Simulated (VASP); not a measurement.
Data:

```
CELL_PARAMETERS angstrom
      3.84204     0.00000     0.00000
      0.00000    13.00710     0.00000
      0.00000     0.00000     3.87378
ATOMIC_POSITIONS crystal
  Ta 0.00000 0.14624 0.02138
  Ta 0.00000 0.85376 0.02138
  Ta 0.50000 0.35376 0.97862
  Ta 0.50000 0.64624 0.97862
  O  0.50000 0.18542 0.00220
  O  0.50000 0.81458 0.00220
  O  0.00000 0.31458 0.99780
  O  0.00000 0.68542 0.99780
  O  0.00000 0.85079 0.50837
  O  0.00000 0.14921 0.50837
  O  0.50000 0.64921 0.49163
  O  0.50000 0.35079 0.49163
  O  0.50000 0.50000 0.99476
  O  0.00000 0.00000 0.00524
```

All values below come from PBEsol GGA, VASP's PBE PAW potentials (set 64) (plane waves; VASP). Run with LREAL = Auto, 520 eV cut-off, 7×3×7 Γ-centred mesh, Gaussian smearing of 0.010 eV, potentials Ta_pv O.

### Question
The job: Ta₂O₅ (space group Pmmn), 14 atoms, PBEsol, optics run with many empty bands, 520 eV, 7×3×7 Γ-centred mesh. Roughly how much core time does it take on a busy server core?

### Answer
About 40 core-minutes (one run on a shared machine, a rough figure). It had 32 irreducible k-points, 186 bands, up to 5240 plane waves and 18 electronic steps.

The structure comes from a computed database's Ta2O5 entry (Pmmn); how it stands against other phases isn't given here. It was relaxed first.
